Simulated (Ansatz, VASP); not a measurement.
# Ta in two plane-wave programs

Wanted: the spread between two codes on one cell, functional and k mesh.

Method: plane waves, with VASP 6.6.1 beside it; single point at PBEsol, in Ansatz 0.2.0.

## 1. The starting structure

The structure is cubic, space group Im-3m (No. 229). The conventional cell has a = 3.281 Å, b = 3.281 Å, c = 3.281 Å, α = 90.00°, β = 90.00°, γ = 90.00°. Nearest to Ta lie 8 Ta at 2.84 Å.

## 2. VASP: single point, PBEsol

A single point gives forces, pressure and levels at one fixed geometry, so differences don't come from the geometry; what else differs is listed under the comparison.

Lines of VASP's logs that name or quote its potential files are left out, and so is its time.

Input file INCAR:

```
SYSTEM = Ta
PREC = Accurate
ENCUT = 450
EDIFF = 1E-08
NELM = 100
ISMEAR = -1
SIGMA = 0.3
LREAL = .FALSE.
ALGO = Normal
GGA = PS
NBANDS = 13
LASPH = .TRUE.
LORBIT = 11
LWAVE = .FALSE.
LCHARG = .FALSE.
KPAR = 2
ISIF = 2
```

Input file POSCAR:

```
Ta
1.0
   -1.6405631250      1.6405631250      1.6405631250
    1.6405631250     -1.6405631250      1.6405631250
    1.6405631250      1.6405631250     -1.6405631250
Ta
1
Direct
    0.0000000000      0.0000000000      0.0000000000
```

Input file KPOINTS:

```
Automatic mesh
0
Gamma
32 32 32
0 0 0
```

The projector-augmented-wave data sets are Ta_pv (PBE family, release 64).

Started as:

```console
$ mpirun -np 2 vasp_std
```

Numbers of over 12 decimals in the logs are rounded to 6 here.

The log of the run:

```text
[banner, memory and clock lines left out]
running    2 mpi-ranks, on    1 nodes
 distrk:  each k-point on    1 cores,    2 groups
 distr:  one band on    1 cores,    1 groups

 POSCAR found type information on POSCAR Ta
 POSCAR found :  1 types and       1 ions
|                                                                             |
|               ----> ADVICE to this user running VASP <----                  |
|                                                                             |
|     You enforced a specific xc type in the INCAR file but a different       |
|     [... a line on the potential file left out ...]
|     I HOPE YOU KNOW WHAT YOU ARE DOING!                                     |
|                                                                             |

 LDA part: xc-table for (Slater+PW92), standard interpolation
 POSCAR, INCAR and KPOINTS ok, starting setup
 FFT: planning ... GRIDC
 FFT: planning ... GRID_SOFT
 FFT: planning ... GRID
 WAVECAR not read
 entering main loop
       N       E                     dE             d eps       ncg     rms          rms(c)
DAV:   1     0.579618643945E+02    0.57962E+02   -0.55084E+03 23494   0.729E+02
DAV:   2    -0.122691738885E+02   -0.70231E+02   -0.68257E+02 27098   0.224E+02
DAV:   3    -0.132145522163E+02   -0.94538E+00   -0.94050E+00 26192   0.248E+01
DAV:   4    -0.132163994551E+02   -0.18472E-02   -0.18472E-02 25767   0.122E+00
DAV:   5    -0.132164048225E+02   -0.53674E-05   -0.53665E-05 26137   0.598E-02    0.142E+01
DAV:   6    -0.128444206068E+02    0.37198E+00   -0.26507E-01 26162   0.527E+00    0.692E+00
DAV:   7    -0.127300910410E+02    0.11433E+00   -0.20786E-01 26887   0.448E+00    0.387E-01
DAV:   8    -0.127282227438E+02    0.18683E-02   -0.30304E-03 23587   0.582E-01    0.905E-02
DAV:   9    -0.127282073049E+02    0.15439E-04   -0.47651E-05 26662   0.764E-02    0.238E-02
DAV:  10    -0.127282042907E+02    0.30142E-05   -0.21092E-06 24577   0.149E-02    0.143E-03
DAV:  11    -0.127282042933E+02   -0.26546E-08   -0.35395E-08 25517   0.195E-03
   1 F= -.12728204E+02 E0= -.12564933E+02  d E =-.326543E+00
```

Parts of OUTCAR (step 2):

```text
ion  position               nearest neighbor table
   1  0.000  0.000  0.000-

  LATTYP: Found a body centered cubic cell.
 ALAT       =     3.2811262500

 Subroutine GETGRP returns: Found 48 space group operations
 (whereof 48 operations were pure point group operations)

The static configuration has the point symmetry O_h .

 Found    897 irreducible k-points:

   k-points           NKPTS =    897   k-points in BZ     NKDIM =    897   number of bands    NBANDS=     13

   dimension x,y,z NGX =    20 NGY =   20 NGZ =   20
   dimension x,y,z NGXF=    40 NGYF=   40 NGZF=   40

   ENCUT  =  450.0 eV  33.07 Ry    5.75 a.u.   4.91  4.91  4.91*2*pi/ulx,y,z

   NELECT =      11.0000    total number of electrons

 k-points in reciprocal lattice and weights: Automatic mesh
   0.00000000  0.00000000  0.00000000       0.000
   0.03125000  0.00000000  0.00000000       0.000
   0.06250000  0.00000000  0.00000000       0.000
   0.09375000  0.00000000  0.00000000       0.000
   0.12500000  0.00000000  0.00000000       0.000
   0.15625000  0.00000000  0.00000000       0.000
   0.18750000  0.00000000  0.00000000       0.000
   0.21875000  0.00000000  0.00000000       0.000
   0.25000000  0.00000000  0.00000000       0.000
[...]
0.50000000  0.50000000  0.46875000       0.000
   0.50000000  0.50000000  0.50000000       0.000

 average (electrostatic) potential at core
       1 -35.9994

 E-fermi :   5.5850

 k-point     1 :       0.0000    0.0000    0.0000
  band No.  band energies     occupation
      1     -27.4523      2.00000
      2     -27.4523      2.00000
      3     -27.4523      2.00000
      4      -2.5251      2.00000
      5       6.2069      0.22348
      6       6.2069      0.22348
      7       6.2069      0.22348
      8       9.5456      0.00000
      9       9.5456      0.00000
    ...

 k-point     2 :       0.0312    0.0000    0.0000
  band No.  band energies     occupation
      1     -27.4656      2.00000
      2     -27.4564      2.00000
      3     -27.4524      2.00000
      4      -2.4798      2.00000
      5       6.1770      0.24407
      6       6.1994      0.22851
      7       6.2511      0.19589
      8       9.4936      0.00000
      9       9.5454      0.00000
    ...

 k-point     3 :       0.0625    0.0000    0.0000
  band No.  band energies     occupation
      1     -27.5048      2.00000
      2     -27.4683      2.00000
      3     -27.4526      2.00000
      4      -2.3454      2.00000
      5       6.0896      0.31364
      6       6.1732      0.24680
      7       6.3830      0.13072
      8       9.3542      0.00001
      9       9.5456      0.00000
    ...

  Total        0.2035328      0.2035328      0.2035328     -0.0000000      0.0000000      0.0000000
  in kB       18.4631665     18.4631665     18.4631665     -0.0000000      0.0000000      0.0000000
  external PRESSURE =      18.4631665 kB  Pullay stress =       0.0000000 kB

  energy-cutoff  :      450.00
  volume of cell :       17.66
      direct lattice vectors                 reciprocal lattice vectors
    -1.640563125  1.640563125  1.640563125     0.000000000  0.304773399  0.304773399
     1.640563125 -1.640563125  1.640563125     0.304773399  0.000000000  0.304773399
     1.640563125  1.640563125 -1.640563125     0.304773399  0.304773399  0.000000000

 POSITION                                       TOTAL-FORCE (eV/Angst)
 -----------------------------------------------------------------------------------
      0.00000      0.00000      0.00000         0.000000      0.000000      0.000000
 -----------------------------------------------------------------------------------
    total drift:                                0.000000      0.000000      0.000000

  FREE ENERGIE OF THE ION-ELECTRON SYSTEM (eV)
  ---------------------------------------------------
  free  energy   TOTEN  =       -12.7282042933 eV

  energy  without entropy=      -12.4016613392  energy(sigma->0) =      -12.56493282

 total charge
# of ion       s       p       d       tot
------------------------------------------
    1        0.375   6.175   2.426   8.976

[... 3 further parts left out ...]
```

The run ends at a pressure of 1.85 GPa.

## 3. Ansatz: single point, PBEsol

Ansatz runs on its default PAW (the set named soft_2) files.

The same cell, functional, mesh and smearing now go to Ansatz, which takes its cutoff from its data sets.

Input file input.yaml:

```yaml
crystal:
  lattice:
    - [-1.640563125, 1.640563125, 1.640563125]
    - [1.640563125, -1.640563125, 1.640563125]
    - [1.640563125, 1.640563125, -1.640563125]
  atoms:
    - { symbol: Ta, position: [0.0, 0.0, 0.0] }
hamiltonian:
  xc: pbesol
  pseudopotentials: { kind: paw }
kpoints:
  mp_grid: { grid: [32, 32, 32] }
scf:
  occupations: { method: fermi_dirac, width: 0.3 }
  n_extra_bands: 4
output:
  forces: true
  stress: true
  eigenvalues: true
```

Started as:

```console
$ ansatz run input.yaml --threads 2 --pin off --max-ram 4608MiB --backend cpu --events-out ev --progress --plain --runs-dir out
```

The log of the run:

```text
scf.n_extra_bands = 4 over 7 filled bands (N_el = 13.0): the run solves 11 bands
Engine: ansatz 0.2.0, aarch64-unknown-linux-gnu
Pseudopotentials: kind: paw
Pseudopotential: Ta, paw, valence charge 13, recommended cutoff 420 eV (normal), Ta.paw.azcp
Functional definition: PBEsol
  exchange = pbesol_x
  correlation = pbesol_c
Crystal: 1 atoms, lattice volume = 17.662 Å³
Basis set: ecut = 420 eV, 369 PW (Γ), exchange–correlation on 40×40×40 points (8 copies of the dense FFT grid, shifted against one another)
Bands: 11, of which v1, the nominal top of the filled ones, is band 7 counted from 1 (6 counted from 0)
Symmetry: 48 space group operations
Space group: Im-3m (ITA 229), of the structure as read, at distance tolerance 2.6e-5 Å
k-points: 897 of 32768
Non-local potential: Ta, projectors of the file, l = 0: 3, l = 1: 2, l = 2: 2, l = 3: 1
PAW form: soft (Blöchl's): semilocal exchange-correlation on the pseudo side does not see the compensation charge
PAW frozen core: Ta, regenerated for the run's functional, and the local potential with it (the file was generated under x = pbe(κ = 0.804, μ = 0.219515), c = pbe(β = 0.066725))
PAW one-centre angular grid: Ta, 590 points (default); XC on 64 Gauss nodes
Initial density: superposition of atomic densities (neutral atoms: chi_scale 0, normalization atom), corrected by the library's trained network
Initial wavefunctions: pseudopotential atomic-orbital guess
Functional: x = pbesol(κ = 0.804, μ = 0.123457), c = pbesol(β = 0.046)
SCF iter   1: F=—  HF=-9806.676530 eV  |F-HF|=—  |Δ(HF+E_count)|=         —  Δρ=2.43e-3  dr2=3.68e-4  ethr=1.77e-3  ⟨swp⟩=5.2  Hψ=52157  notcnv=0
preconditioner: auto → none  [metal: Δε(μ)=0.005 eV  Ē_g=8.517 eV  σ=0.300 eV  W_gap=0.00  n_scr=0 (ndim 8)  ℏωp=19.8 eV  f_vac=0.000  D(μ)=1.13/eV (n_scr^D=12)]
SCF iter   2: F=—  HF=-9806.676364 eV  |F-HF|=—  |Δ(HF+E_count)|=   1.66e-4  Δρ=1.07e-3  dr2=4.91e-5  ethr=2.83e-6  ⟨swp⟩=2.4  Hψ=22119  notcnv=0
SCF iter   3: F=—  HF=-9806.676395 eV  |F-HF|=—  |Δ(HF+E_count)|=   3.12e-5  Δρ=2.13e-4  dr2=1.85e-6  ethr=3.78e-7  ⟨swp⟩=1.4  Hψ=10516  notcnv=0
iter 4 did not close the SCF: its close was put off for the readings that it lacked (scf_convergence_deferred on its scf_iter line)
SCF iter   4: F=-9806.676396 eV  HF=-9806.676396 eV  |F-HF|=5.32e-8  |Δ(HF+E_count)|=   1.26e-6  Δρ=1.86e-5  dr2=5.96e-8  ethr=1.42e-8  ⟨swp⟩=2.7  Hψ=16155  notcnv=0
iter 5 did not close the SCF: its close was put off for the readings that it lacked (scf_convergence_deferred on its scf_iter line)
SCF iter   5: F=-9806.676396 eV  HF=-9806.676396 eV  |F-HF|=2.95e-10  |Δ(HF+E_count)|=   3.14e-8  Δρ=4.26e-6  dr2=1.16e-9  ethr=4.58e-10  ⟨swp⟩=2.1  Hψ=14910  notcnv=0
SCF iter   6: F=-9806.676396 eV  HF=-9806.676396 eV  |F-HF|=1.31e-10  |Δ(HF+E_count)|=  3.09e-11  Δρ=9.26e-7  dr2=1.44e-10  ethr=8.92e-12  ⟨swp⟩=1.1  Hψ=29778  notcnv=0
SCF 1 converged in 6 iterations: F = -9806.676396 eV  dr2 = 1.44e-10
  greatest PAW one-centre occupation: 1.000 electrons in one spin orbital (limit 2), on the Ta atom at site 0 (counted from 0), in its partial waves of l = 0
SCF converged after 6 iterations
Free energy (F): -9806.676396 eV
Harris-Foulkes:  -9806.676396 eV  (|F-HF|=1.31e-10)
Internal energy: -9806.349780 eV  (E = F + TS)
E sigma→0 (E₀):  -9806.513088 eV
Entropy (-TS):   -0.326617 eV (-326.617 meV/atom)
Fermi energy:    18.994421 eV
--- Per-component energies (eV) ---
  E_band       = -99.376096
  E_kinetic    = 366.991108
  E_local      = -539.071628  (includes V_loc(G=0)·N_el)
  E_nonlocal   = 17.798529
  E_hartree    = 187.169832
  E_xc         = -217.184612
  E_vxc        = -204.073193  (∫ρ·V_xc dr)
  E_paw        = -8272.696583  (= ΣΔE_a)
  E_vpaw       = -115.361032  (= ΣTr[D̂ρ^β])
  E_aug_tail   = 0.000138  (compensation charges beyond the density's cutoff)
  E_ewald      = -1349.570209
  E_core_change = 0.213646  (= ΣΔE_core)
  E_smearing   = -0.326617  (= −TS)
  E_closure    = 0.000000  (closes the sum)
  Σ components = -9806.676396   (vs F -9806.676396, Δ=0.00e0)
--- Forces (eV/Å), atoms counted from 1 ---
  atom   1  Ta     0.00000000    -0.00000000    -0.00000000
  max |Σ_I F_I| component: 2.77e-32 eV/Å
--- Stress (GPa, compression-positive) ---
        1.665119      -0.000000      -0.000000
       -0.000000       1.665119      -0.000000
        0.000000       0.000000       1.665119
  P = ⅓ Tr σ = 1.6651 GPa (16.651 kbar)
--- Band table (eV; the first three rows and the last of 897) ---
  k-point 0: bands = [... 3 lower, -14.0055, 10.9052, 19.6153, 19.6153, 19.6153, 22.9534, 22.9534, 33.6021]
  k-point 1: bands = [... 3 lower, -14.0055, 10.9503, 19.5854, 19.6079, 19.6595, 22.9012, 22.9533, 33.6443]
  k-point 2: bands = [... 3 lower, -14.0058, 11.0838, 19.4982, 19.5818, 19.7916, 22.7610, 22.9535, 33.7647]
  k-point 896: bands = [... 3 lower, -14.8823, 14.9590, 14.9590, 25.9044, 25.9044, 25.9044, 27.6782, 27.6782]
```

Elapsed: 7.1 s, on 2 threads of Arm Neoverse N1, shared host; peak memory 0.43 GiB.

Reading the cycles: dr2 is the Hartree energy of the density residual (eV), the measure of convergence; HF is the Harris–Foulkes estimate of the energy, which meets the free energy F at convergence.

The run ends at a pressure of 1.67 GPa.

## 4. Comparison

Known differences besides the potentials themselves: the data sets hold 13 valence electrons in Ansatz (default PAW (the set named soft_2) files) and 11 in VASP; the cutoff is 420 eV in Ansatz and 450 eV in VASP; Ansatz makes its cores anew for this functional, VASP keeps those of its PBE data sets. Total energies have different zeros and are not compared.

The two programs side by side:

```csv
quantity,Ansatz,VASP,difference
pressure (GPa),1.67,1.85,-0.18
pressure without Ansatz's Pulay correction (GPa),1.61,1.85,-0.24
```

Ansatz's pressure holds a Pulay correction of 0.05 GPa; VASP's holds none.

## 5. Outcome

| Quantity | Value |
| --- | --- |
| difference in pressure (single point, PBEsol) | -0.18 GPa |

**Reading.** The difference in pressure is -0.18 GPa (single point, PBEsol), within the 1 GPa picked in this series as the mark of a large difference. 1 further run of this series is not shown here. How closely two codes agree says nothing of how well the functional describes the real material.

[Lines on the potential files, build, host, timing and source positions are cut from VASP's logs without a mark.]

[Logs are printed without paths, hosts, clocks, repeated set-up lines and the standing remarks that a program may print on its own settings, such as how far it seeks lower states.]

[Hosts, paths, dates, database ids (printed as entryN), source tags and the programs' standing remarks are cut or masked in the printed files.]
